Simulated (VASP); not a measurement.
# AsN (Pm-3m): band edges, masses and strain, part 2 of 2

The runs below take AsN at its given cell and follow the band edges through several levels. The cell is generated by rule, not measured, and may not be a known phase.

VASP 6.6.1, plane waves and PAW; the level of theory is named at each step.

So far. Step 3 (Bands on a dense mesh): At 37.6 GPa the cell is away from the equilibrium volume of this level: left free, it would expand.

The structure was built from a prototype and need not be the compound's stable phase.

**4. Bands with spin-orbit coupling**

This step: PBE, spin-orbit coupling; plane waves and PAW (As, N); invented cell (VASP 6.6.1).

Spin-orbit coupling can split and shift the band edges, more so for heavy elements, so the bands are solved again with spinors.

INCAR

```
SYSTEM = AsN
PREC = Accurate
ENCUT = 520
EDIFF = 1E-06
NELM = 100
ISMEAR = 0
SIGMA = 0.02
LREAL = .FALSE.
ALGO = Normal
GGA = PE
LNONCOLLINEAR = .TRUE.
MAGMOM = 0 0 0 0 0 0
NBANDS = 22
GGA_COMPAT = .FALSE.
LASPH = .TRUE.
LSORBIT = .TRUE.
LORBIT = 11
LWAVE = .FALSE.
LCHARG = .FALSE.
KPAR = 4
ISIF = 2
```

POSCAR

```
AsN
1.0
    2.6794800000      0.0000000000      0.0000000000
    0.0000000000      2.6794800000      0.0000000000
    0.0000000000      0.0000000000      2.6794800000
As N
1 1
Direct
    0.0000000000      0.0000000000      0.0000000000
    0.5000000000      0.5000000000      0.5000000000
```

KPOINTS

```
Automatic mesh
0
Gamma
10 10 10
0 0 0
```

KPOINTS_OPT

```
Line mode
16
Line-mode
Reciprocal
  0.00000000   0.00000000   0.00000000 GAMMA
  0.00000000   0.50000000   0.00000000 X

  0.00000000   0.50000000   0.00000000 X
  0.50000000   0.50000000   0.00000000 M

  0.50000000   0.50000000   0.00000000 M
  0.00000000   0.00000000   0.00000000 GAMMA

  0.00000000   0.00000000   0.00000000 GAMMA
  0.50000000   0.50000000   0.50000000 R

  0.50000000   0.50000000   0.50000000 R
  0.00000000   0.50000000   0.00000000 X

  0.50000000   0.50000000   0.00000000 M
  0.50000000   0.50000000   0.50000000 R
```

PAW data sets: As and N (PBE family, release 64).

On the command line:

```sh
$ mpirun -np 4 vasp_ncl
```

What it wrote:

```text
[... set-up lines as in an earlier step ...]
 entering main loop
       N       E                     dE             d eps       ncg     rms          rms(c)
DAV:   1     0.303956603779E+02    0.30396E+02   -0.49368E+03  2464   0.854E+02
DAV:   2    -0.902592035373E+01   -0.39422E+02   -0.37296E+02  3322   0.184E+02
DAV:   3    -0.105853571903E+02   -0.15594E+01   -0.15378E+01  2920   0.322E+01
DAV:   4    -0.105894604973E+02   -0.41033E-02   -0.41020E-02  2782   0.179E+00
DAV:   5    -0.105894660094E+02   -0.55122E-05   -0.55113E-05  2860   0.663E-02    0.788E+00
DAV:   6    -0.944352668669E+01    0.11459E+01   -0.39921E+00  2656   0.175E+01    0.348E+00
DAV:   7    -0.935200695688E+01    0.91520E-01   -0.42889E-01  2618   0.631E+00    0.228E+00
DAV:   8    -0.934787342755E+01    0.41335E-02   -0.55851E-02  2722   0.210E+00    0.796E-01
DAV:   9    -0.934527806599E+01    0.25954E-02   -0.31094E-03  2758   0.483E-01    0.186E-01
DAV:  10    -0.934517747232E+01    0.10059E-03   -0.54104E-04  2790   0.197E-01    0.864E-02
DAV:  11    -0.934514654595E+01    0.30926E-04   -0.36663E-05  2756   0.602E-02    0.118E-02
DAV:  12    -0.934514651358E+01    0.32369E-07   -0.45086E-06  2784   0.165E-02
   1 F= -.93451465E+01 E0= -.93448459E+01  d E =-.601213E-03  mag=    -0.0000     0.0000    -0.0000
 Start KPOINTS_OPT (optional k-point list driver)
k-point batch [1-56\96]
       N       E                     dE             ncg
DAV:   1     0.396995482263E+04   -0.87220E+04     2464
DAV:   2     0.163590135245E+04   -0.23341E+04     3402
DAV:   3     0.154272739681E+04   -0.93174E+02     2850
DAV:   4     0.154247627852E+04   -0.25112E+00     2960
DAV:   5     0.154247583889E+04   -0.43964E-03     2878
DAV:   6     0.154247583706E+04   -0.18307E-05     2616
DAV:   7     0.154247583703E+04   -0.20687E-07     2338
k-point batch [57-96\96]
       N       E                     dE             ncg
DAV:   1     0.370297863636E+04   -0.17035E+05     1760
DAV:   2     0.230253929278E+04   -0.14004E+04     2350
DAV:   3     0.224652210371E+04   -0.56017E+02     2002
DAV:   4     0.224639837772E+04   -0.12373E+00     1852
DAV:   5     0.224639821497E+04   -0.16275E-03     1952
DAV:   6     0.224639821437E+04   -0.59482E-06     1396
```

Run time: 9.8 s. Hardware: 4 MPI ranks of Intel Xeon 6975P-C (Granite Rapids), shared host; peak memory 0.78 GiB; 37 s of CPU time.

Parts of OUTCAR (step 4):

```text
The static configuration has the point symmetry O_h .

 Found     56 irreducible k-points:

   k-points           NKPTS =     56   k-points in BZ     NKDIM =     56   number of bands    NBANDS=     22

   NELECT =      10.0000    total number of electrons

 E-fermi :  10.4322

 k-point     1 :       0.0000    0.0000    0.0000
  band No.  band energies     occupation
    ...
      6       6.9581      1.00000
      7       7.0811      1.00000
      8       7.0811      1.00000
      9       7.0811      1.00000
     10       7.0811      1.00000
     11      16.5132      0.00000
     12      16.5132      0.00000
     13      16.5132      0.00000
     14      16.5132      0.00000
     15      18.4689      0.00000
    ...

 k-point     2 :       0.1000    0.0000    0.0000
  band No.  band energies     occupation
    ...
      6       7.1234      1.00000
      7       7.2264      1.00000
      8       7.2264      1.00000
      9       7.2700      1.00000
     10       7.2700      1.00000
     11      16.3244      0.00000
     12      16.3244      0.00000
     13      16.6993      0.00000
     14      16.6993      0.00000
     15      18.3289      0.00000
    ...

  Total        4.5599231      4.5599231      4.5599231      0.0000000      0.0000000     -0.0000000
  in kB      379.7664065    379.7664065    379.7664065      0.0000000      0.0000000     -0.0000000
  external PRESSURE =     379.7664065 kB  Pullay stress =       0.0000000 kB

  FREE ENERGIE OF THE ION-ELECTRON SYSTEM (eV)
  ---------------------------------------------------
  free  energy   TOTEN  =        -9.3451465136 eV

  energy  without entropy=       -9.3445453008  energy(sigma->0) =       -9.34484591

 Spin-Orbit-Coupling matrix elements
 Ion:    1  E_soc:     -0.0201565
 Ion:    2  E_soc:     -0.0001057

 total charge
# of ion       s       p       d       tot
------------------------------------------
    1        1.387   1.115   0.146   2.648
    2        1.333   2.266   0.000   3.599
--------------------------------------------------
tot          2.720   3.381   0.146   6.247

 magnetization (x)
# of ion       s       p       d       tot
------------------------------------------
    1        0.000  -0.000   0.000  -0.000
    2        0.000   0.000   0.000   0.000
--------------------------------------------------
tot          0.000  -0.000   0.000  -0.000

 magnetization (y)
# of ion       s       p       d       tot
------------------------------------------
    1        0.000   0.000   0.000   0.000
    2       -0.000  -0.000   0.000  -0.000
--------------------------------------------------
tot         -0.000  -0.000   0.000  -0.000

 magnetization (z)
# of ion       s       p       d       tot
------------------------------------------
    1        0.000   0.000   0.000   0.000
    2        0.000  -0.000   0.000   0.000
--------------------------------------------------
tot          0.000   0.000   0.000   0.000

[... 8 parts as in an earlier step ...]

[... 5 further parts left out ...]
```

LASPH is on here and off in the session's scalar semilocal runs, so a comparison with those holds both changes.

This step gave:

| Property | Result |
| --- | --- |
| SCF cycles | 12 |
| bands | 22 |
| irreducible k-points | 56 |
| free energy (TOTEN) | -9.345 eV |
| energy at zero smearing | -9.345 eV |
| Fermi energy | 10.43 eV |
| pressure | 37.98 GPa |

The spin moment in the PAW sphere vanishes on all atoms.

On-site spin-orbit energy by atom:

| atom | on-site spin-orbit energy (eV) |
| --- | --- |
| As1 | -0.0202 |
| N2 | -0.0001 |

Electronic bands along the path, in eV, zero at the Fermi level; # counts the bands kept:

| point | #7 | #8 | #9 | #10 | #11 | #12 | #13 | #14 |
| --- | --- | --- | --- | --- | --- | --- | --- | --- |
| Γ | -3.35 | -3.35 | 6.08 | 6.08 | 6.08 | 6.08 | 8.04 | 8.04 |
| 0.47 of the way | -2.48 | -2.48 | 4.50 | 4.50 | 6.78 | 6.78 | 7.08 | 7.08 |
| X | -0.51 | -0.51 | 1.32 | 1.32 | 4.54 | 4.54 | 4.88 | 4.88 |
| 0.53 of the way | -0.90 | -0.90 | 3.16 | 3.16 | 4.54 | 4.54 | 5.94 | 5.94 |
| M | -0.55 | -0.55 | 4.79 | 4.79 | 4.95 | 4.95 | 7.45 | 7.45 |
| 0.53 of the way | 0.15 | 0.15 | 1.57 | 1.57 | 5.63 | 5.63 | 6.63 | 6.63 |
| Γ | -3.35 | -3.35 | 6.08 | 6.08 | 6.08 | 6.08 | 8.04 | 8.04 |
| 0.53 of the way | -1.20 | -1.20 | 2.11 | 2.11 | 2.28 | 2.28 | 5.13 | 5.13 |
| R | -5.19 | -5.19 | -3.96 | -3.96 | -3.63 | -3.63 | -3.63 | -3.63 |
| 0.53 of the way | -3.13 | -3.13 | -0.71 | -0.71 | 3.11 | 3.11 | 6.13 | 6.13 |
| X | -0.51 | -0.51 | 1.32 | 1.32 | 4.54 | 4.54 | 4.88 | 4.88 |
| jump to M | -0.55 | -0.55 | 4.79 | 4.79 | 4.95 | 4.95 | 7.45 | 7.45 |
| 0.47 of the way | -2.82 | -2.82 | 1.26 | 1.26 | 1.43 | 1.43 | 2.04 | 2.04 |
| R | -5.19 | -5.19 | -3.96 | -3.96 | -3.63 | -3.63 | -3.63 | -3.63 |

Of the projections kept (As, N), the largest for each band there; the rest of the weight can lie on other orbitals:

```csv
point,#7,#8,#9,#10,#11,#12,#13,#14
Γ,N 0.73,N 0.73,As 1.00,As 1.00,As 1.00,As 1.00,As 0.64,As 0.64
X,As 0.60,As 0.60,N 0.69,N 0.69,As 1.00,As 1.00,As 1.00,As 1.00
M,N 1.00,N 1.00,N 0.59,N 0.59,N 0.60,N 0.60,As 1.00,As 1.00
Γ,N 0.74,N 0.74,As 1.00,As 1.00,As 1.00,As 1.00,As 0.64,As 0.64
R,N 0.88,N 0.88,As 1.00,As 1.00,As 1.00,As 1.00,As 1.00,As 1.00
X,As 0.60,As 0.60,N 0.69,N 0.69,As 1.00,As 1.00,As 1.00,As 1.00
```

**5. Orbitals for bands with HSE06**

This step: PBE; plane waves and PAW (As, N); invented cell (VASP 6.6.1).

The hybrid starts from PBE orbitals, which saves many expensive cycles.

INCAR

```
SYSTEM = AsN
PREC = Accurate
ENCUT = 520
EDIFF = 1E-05
NELM = 100
ISMEAR = 0
SIGMA = 0.02
LREAL = .FALSE.
ALGO = Normal
GGA = PE
NBANDS = 11
LORBIT = 11
LWAVE = .TRUE.
LCHARG = .FALSE.
KPAR = 4
```

POSCAR is that of step 4.

KPOINTS

```
Automatic mesh
0
Gamma
6 6 6
0 0 0
```

On the command line:

```sh
$ mpirun -np 4 vasp_std
```

What it wrote:

```text
[... set-up lines as in an earlier step ...]
 entering main loop
       N       E                     dE             d eps       ncg     rms          rms(c)
DAV:   1     0.220540800760E+02    0.22054E+02   -0.54277E+03   440   0.848E+02
DAV:   2    -0.950879889813E+01   -0.31563E+02   -0.30189E+02   590   0.159E+02
DAV:   3    -0.105707283926E+02   -0.10619E+01   -0.10411E+01   515   0.246E+01
DAV:   4    -0.105727192368E+02   -0.19908E-02   -0.19908E-02   481   0.122E+00
DAV:   5    -0.105727215197E+02   -0.22830E-05   -0.22823E-05   490   0.409E-02    0.809E+00
DAV:   6    -0.939716383783E+01    0.11756E+01   -0.12000E+01   446   0.177E+01    0.363E+00
DAV:   7    -0.930163674781E+01    0.95527E-01   -0.69090E-01   452   0.546E+00    0.239E+00
DAV:   8    -0.930793521893E+01   -0.62985E-02   -0.15527E-01   473   0.277E+00    0.126E+00
DAV:   9    -0.929480967685E+01    0.13126E-01   -0.54069E-02   467   0.141E+00    0.187E-01
DAV:  10    -0.929487668995E+01   -0.67013E-04   -0.11658E-03   473   0.295E-01    0.112E-01
DAV:  11    -0.929479402588E+01    0.82664E-04   -0.48525E-04   485   0.131E-01    0.870E-03
DAV:  12    -0.929479416702E+01   -0.14114E-06   -0.11386E-05   280   0.326E-02
   1 F= -.92947942E+01 E0= -.92946542E+01  d E =-.279938E-03
 writing wavefunctions
```

Elapsed: 1.4 s, on 4 MPI ranks; peak memory 0.47 GiB.

Parts of OUTCAR (step 5):

```text
   k-points           NKPTS =     20   k-points in BZ     NKDIM =     20   number of bands    NBANDS=     11

   NELECT =      10.0000    total number of electrons

 E-fermi :  10.2298

 k-point     1 :       0.0000    0.0000    0.0000
  band No.  band energies     occupation
      1     -10.0702      2.00000
      2       3.9855      2.00000
      3       7.0631      2.00000
      4       7.0631      2.00000
      5       7.0631      2.00000
      6      16.5133      0.00000
      7      16.5133      0.00000
      8      18.8060      0.00000
      9      18.8060      0.00000
     10      18.8060      0.00000
    ...

  Total        4.8157334      4.8157334      4.8157334     -0.0000000     -0.0000000      0.0000000
  in kB      401.0711808    401.0711808    401.0711808     -0.0000000     -0.0000000      0.0000000
  external PRESSURE =     401.0711808 kB  Pullay stress =       0.0000000 kB

  FREE ENERGIE OF THE ION-ELECTRON SYSTEM (eV)
  ---------------------------------------------------
  free  energy   TOTEN  =        -9.2947941670 eV

  energy  without entropy=       -9.2945142293  energy(sigma->0) =       -9.29465420

[... 7 parts as in an earlier step ...]

[... 10 further parts left out ...]
```

The k-mesh is coarse for a metal.

This step gave:

| Quantity | Value |
| --- | --- |
| bands | 11 |
| irreducible k-points | 20 |
| free energy (TOTEN) | -9.295 eV |
| energy at zero smearing | -9.295 eV |
| Fermi energy | 10.23 eV |
| pressure | 40.11 GPa |

The run ends at a pressure of 40.11 GPa.

**6. Bands with HSE06**

This step: HSE06; plane waves and PAW (As, N); invented cell (VASP 6.6.1).

A quarter of screened exact exchange corrects much of the semilocal gap error; its cost forces a coarser mesh.

INCAR

```
SYSTEM = AsN
PREC = Accurate
ENCUT = 520
EDIFF = 1E-06
NELM = 100
ISMEAR = 0
SIGMA = 0.02
LREAL = .FALSE.
ALGO = Normal
LHFCALC = .TRUE.
AEXX = 0.25
GGA = PE
HFSCREEN = 0.2
LASPH = .TRUE.
NBANDS = 11
PRECFOCK = Fast
LORBIT = 11
LWAVE = .FALSE.
LCHARG = .FALSE.
KPAR = 4
ISIF = 2
```

POSCAR is that of step 5.

KPOINTS is that of step 5.

KPOINTS_OPT: that of step 4 with these lines changed.

```diff
@@ -1,3 +1,3 @@
 Line mode
-16
+8
 Line-mode
```

The WAVECAR or CHGCAR of an earlier step is read.

On the command line:

```sh
$ mpirun -np 4 vasp_std
```

What it wrote:

```text
[banner, memory and clock lines left out]
running    4 mpi-ranks, on    1 nodes
 distrk:  each k-point on    1 cores,    4 groups
 distr:  one band on    1 cores,    1 groups

 POSCAR found type information on POSCAR AsN
 POSCAR found :  2 types and       2 ions
 LDA part: xc-table for (Slater+PW92), standard interpolation
 found WAVECAR, reading the header
 POSCAR, INCAR and KPOINTS ok, starting setup
 FFT: planning ... GRIDC
 FFT: planning ... GRID_SOFT
 FFT: planning ... GRID
 reading WAVECAR
 the WAVECAR file was read successfully
 initial charge from wavefunction
 entering main loop
       N       E                     dE             d eps       ncg     rms          rms(c)
DAV:   1    -0.117044640389E+02   -0.11704E+02   -0.55764E-01   443   0.585E+00    0.105E+00
DAV:   2    -0.117036986019E+02    0.76544E-03   -0.44481E-03   452   0.703E-01    0.707E-01
DAV:   3    -0.117013761689E+02    0.23224E-02   -0.14746E-03   449   0.236E-01    0.401E-01
DAV:   4    -0.117007253028E+02    0.65087E-03   -0.60880E-04   452   0.163E-01    0.217E-01
DAV:   5    -0.117005518512E+02    0.17345E-03   -0.16780E-04   479   0.924E-02    0.119E-01
DAV:   6    -0.117005053996E+02    0.46452E-04   -0.46089E-05   470   0.471E-02    0.651E-02
DAV:   7    -0.117004940144E+02    0.11385E-04   -0.12560E-05   482   0.235E-02    0.363E-02
DAV:   8    -0.117004918709E+02    0.21435E-05   -0.34043E-06   467   0.122E-02    0.204E-02
DAV:   9    -0.117004914893E+02    0.38167E-06   -0.86220E-07   241   0.644E-03
   1 F= -.11700491E+02 E0= -.11700352E+02  d E =-.279938E-03
 Start KPOINTS_OPT (optional k-point list driver)
k-point batch [1-20\48]
       N       E                     dE             ncg
DAV:   1     0.105285577523E+04   -0.56727E+04      440
DAV:   2     0.342392361168E+03   -0.71046E+03      557
DAV:   3     0.301928171279E+03   -0.40464E+02      493
DAV:   4     0.301540587069E+03   -0.38758E+00      539
DAV:   5     0.301539264090E+03   -0.13230E-02      518
DAV:   6     0.301539260369E+03   -0.37213E-05      506
DAV:   7     0.301539260359E+03   -0.99346E-08      386
[...]
k-point batch [41-48\48]
       N       E                     dE             ncg
DAV:   1     0.613269338746E+04   -0.39761E+04      176
DAV:   2     0.590607238690E+04   -0.22662E+03      217
DAV:   3     0.589278578374E+04   -0.13287E+02      200
DAV:   4     0.589263012160E+04   -0.15566E+00      194
DAV:   5     0.589262955378E+04   -0.56782E-03      194
DAV:   6     0.589262955204E+04   -0.17370E-05      151
DAV:   7     0.589262955204E+04   -0.77825E-08      143
```

Elapsed: 62 s, on 4 MPI ranks; peak memory 0.96 GiB; 4.1 min of CPU time.

OUTCAR, selected parts (step 6):

```text
   k-points           NKPTS =     20   k-points in BZ     NKDIM =    216   number of bands    NBANDS=     11

   NELECT =      10.0000    total number of electrons

  exchange ACFDT corr.  =         0.00000000  see jH, gK, PRB 81, 115126

 E-fermi :  10.0745

 k-point     1 :       0.0000    0.0000    0.0000
  band No.  band energies     occupation
      1     -12.5958      2.00000
      2       2.9612      2.00000
      3       6.2299      2.00000
      4       6.2299      2.00000
      5       6.2299      2.00000
      6      16.9169      0.00000
      7      16.9169      0.00000
      8      19.8628      0.00000
      9      19.8628      0.00000
     10      19.8628      0.00000
    ...

  Total        3.7066951      3.7066951      3.7066951      0.0000000     -0.0000000      0.0000000
  in kB      308.7065815    308.7065815    308.7065815      0.0000000     -0.0000000      0.0000000
  external PRESSURE =     308.7065815 kB  Pullay stress =       0.0000000 kB

 POSITION                                       TOTAL-FORCE (eV/Angst)
 -----------------------------------------------------------------------------------
      0.00000      0.00000      0.00000         0.000000      0.000000      0.000000
      1.33974      1.33974      1.33974         0.000000      0.000000      0.000000
 -----------------------------------------------------------------------------------
    total drift:                               -0.000001     -0.000001     -0.000001

  FREE ENERGIE OF THE ION-ELECTRON SYSTEM (eV)
  ---------------------------------------------------
  free  energy   TOTEN  =       -11.7004914893 eV

  energy  without entropy=      -11.7002115515  energy(sigma->0) =      -11.70035152

[... 7 parts as in an earlier step ...]

[... 9 further parts left out ...]
```

The PAW data sets were made with PBE, which is usual practice but a small mismatch for other functionals.

Numbers from this step:

* SCF cycles: 9
* free energy (TOTEN): -11.70 eV
* energy at zero smearing: -11.70 eV
* Fermi energy: 10.07 eV
* pressure: 30.87 GPa

Electronic bands along the path, in eV, zero at the Fermi level; # counts the bands kept:

```
          point      #1      #2      #3     #4     #5     #6     #7
              Γ   -7.11   -3.84   -3.84  -3.84   6.84   6.84   9.79
0.43 of the way  -10.66   -3.11   -3.11  -2.72   5.82   7.75   8.36
              X  -16.33   -1.47   -1.47  -0.16   1.90   5.55   5.55
0.57 of the way  -14.50   -7.61   -4.98  -0.99   4.31   5.66   7.06
              M  -11.04  -10.38  -10.38  -0.65   6.07   6.07   8.59
0.43 of the way  -12.04   -8.54   -1.72  -1.23   2.45   6.64   7.43
              Γ   -7.11   -3.84   -3.84  -3.84   6.84   6.84   9.79
0.57 of the way  -11.45   -6.83   -6.83  -1.82   2.17   2.17   6.25
              R   -6.54   -5.78   -5.78  -5.78  -3.82  -3.82  -3.82
0.43 of the way  -12.68   -7.22   -4.45  -4.29  -1.56   2.88   5.39
              X  -16.33   -1.47   -1.47  -0.16   1.90   5.55   5.55
      jump to M  -11.04  -10.38  -10.38  -0.65   6.07   6.07   8.59
0.43 of the way  -10.03   -9.36   -9.36  -2.87   2.43   2.43   3.23
              R   -6.54   -5.78   -5.78  -5.78  -3.82  -3.82  -3.82
```

Of the projections kept (As, N), the largest for each band there; the rest of the weight can lie on other orbitals:

```
point       #1       #2       #3       #4       #5       #6       #7
    Γ   N 0.52   N 0.72   N 0.72   N 0.72  As 1.00  As 1.00  As 0.65
    X  As 0.85   N 0.94   N 0.94  As 0.61   N 0.67  As 1.00  As 1.00
    M  As 1.00  As 0.53  As 0.53   N 1.00   N 0.58   N 0.58  As 1.00
    Γ   N 0.52   N 0.72   N 0.72   N 0.72  As 1.00  As 1.00  As 0.65
    R  As 1.00   N 0.87   N 0.87   N 0.87  As 1.00  As 1.00  As 1.00
    X  As 0.85   N 0.94   N 0.94  As 0.61   N 0.67  As 1.00  As 1.00
```

The electronic bands as a text plot (rows in eV, shown from -8.0 to 8.0 only):

```
    7.7 |   **       *    *****                     ***   *
    7.0 |***        *        ********
    6.3 |  *  *    *  *******        **  **            **
    5.7 |   *  ********  *     *     **            *     ***
    5.0 |    *       *                 **
    4.3 |           *     **                        ** **  *
    3.7 |     *                            *          *
    3.0 |          *         **                    *        *
    2.3 |      *  *         *            **      **   *     *
    1.7 |       *                                      ***
    1.0 |        *                                     **    *
    0.3 |                    **      ****        ** **       *
   -0.3 |      ** *    **                  ***           *
   -1.0 |          ****  ****  *                      *   *   *
   -1.7 |     *****         *            **     *  *   *** *
   -2.3 |    **  *           **    **       **  *     *
   -3.0 |  **      *           ***               ** ** **   *  *
   -3.7 |***                    ***           ***   **       *  *
   -4.3 |         *             ** **      *       *
   -5.0 |           *     **                     **   *       *
   -5.7 |                      *     **     *****              **
   -6.3 |          *                   **   ****    **         **
   -7.0 |*           *       **   *      ***    *  *           *
   -7.7 | *         *    *                       **           *
         Γ      X      M          Γ            R        X|M     R
```

**7. Summary of results**

| Quantity | Value |
| --- | --- |
| gap, PBE | none |
| gap with spin-orbit coupling | none |
| gap, HSE06 without spin-orbit coupling | none |

What this shows: At this level the bands overlap or touch. Masses were not obtained, since there is no gap at this level. The strain response was not obtained, since there is no gap at this level.

[Lines on the potential files, build, host, timing and source positions are cut from VASP's logs without a mark.]

[Logs are printed without paths, hosts, clocks, repeated set-up lines and the standing remarks that a program may print on its own settings, such as how far it seeks lower states.]

[Hosts, paths, dates, database ids (printed as entryN), source tags and the programs' standing remarks are cut or masked in the printed files.]

[In band tables of VASP the shares of atoms and orbitals are scaled to a sum of 1 inside the atoms' spheres.]

[Gaps and slopes under strain along one axis are those of the sampled path and mesh points; where strain splits equal valleys, another of them can be the edge.]

[Band numbers marked # count the bands kept; VASP's own numbers are higher by 1 or 2.]
